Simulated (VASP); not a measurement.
OSZICAR of a VASP run on PbTe (rock salt):

**OSZICAR**
```
       N       E                     dE             d eps       ncg     rms          rms(c)
DAV:   1     0.235351590705E+02    0.23535E+02   -0.31462E+03   522   0.687E+02
DAV:   2    -0.646209766996E+01   -0.29997E+02   -0.29484E+02   774   0.103E+02
DAV:   3    -0.766691171167E+01   -0.12048E+01   -0.12031E+01   649   0.228E+01
DAV:   4    -0.767935562138E+01   -0.12444E-01   -0.12443E-01   601   0.275E+00
DAV:   5    -0.767964165534E+01   -0.28603E-03   -0.28603E-03   614   0.362E-01    0.710E+00
RMM:   6    -0.754212051027E+01    0.13752E+00   -0.15327E-01   522   0.190E+00    0.431E+00
RMM:   7    -0.753953013618E+01    0.25904E-02   -0.90125E-02   522   0.150E+00    0.153E+00
RMM:   8    -0.753860564942E+01    0.92449E-03   -0.12292E-02   522   0.696E-01    0.262E-01
RMM:   9    -0.753810293160E+01    0.50272E-03   -0.16554E-03   522   0.258E-01    0.183E-01
RMM:  10    -0.753809504226E+01    0.78893E-05   -0.19744E-04   536   0.113E-01    0.664E-02
RMM:  11    -0.753806987710E+01    0.25165E-04   -0.43287E-05   501   0.522E-02    0.246E-02
RMM:  12    -0.753806885301E+01    0.10241E-05   -0.73433E-06   337   0.240E-02
   1 F= -.75380689E+01 E0= -.75380689E+01  d E =-.753807E+01
```

Task: Which electronic solver shows in the log?

Result: It is blocked Davidson (ALGO = Normal, or the opening steps of other solvers) and then RMM-DIIS (ALGO = Fast or VeryFast). The INCAR had ALGO = Fast.

Task: Can the final energy be trusted as converged?

Result: The run converged. It stopped with EDIFF = 1E-5, NELM = 100, NSW = 20 and EDIFFG = -0.03 after 1 ionic step (PBE GGA, plane waves, VASP's PBE PAW potentials (set 64)).

The compound is PbTe in the rock salt structure. It was relaxed first.
